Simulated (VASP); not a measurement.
Given:

```
CaO
1.0
    0.00000     2.35978     2.35978
    2.35978     0.00000     2.35978
    2.35978     2.35978     0.00000
Ca O
1 1
Direct
  0.00000   0.00000   0.00000
  0.50000   0.50000   0.50000
```

All values below come from LDA (Ceperley-Alder, Perdew-Zunger), VASP's LDA PAW potentials (set 64) (plane waves; VASP). Settings: 520 eV cut-off, Gaussian smearing of 0.050 eV, potentials Ca_sv O.

Q: Give the energies of bands 6 to 11 at the high-symmetry points, in eV from the valence-band maximum.

A: 
```tsv
band	Γ	X	U	L	W
6	0.00	-1.28	-1.42	-2.84	-1.41
7	0.00	-0.36	-1.21	-1.35	-1.07
8	0.00	-0.36	-0.84	-1.35	-1.07
9	5.02	3.42	5.07	7.21	6.35
10	6.23	8.43	8.19	8.60	6.35
11	6.23	9.19	8.96	8.60	8.76
```

The gap is indirect, 3.42 eV, from the valence maximum at Γ to the conduction minimum at X.

The compound is CaO in the rock salt structure. It was relaxed first, which changed the volume by -6 %.
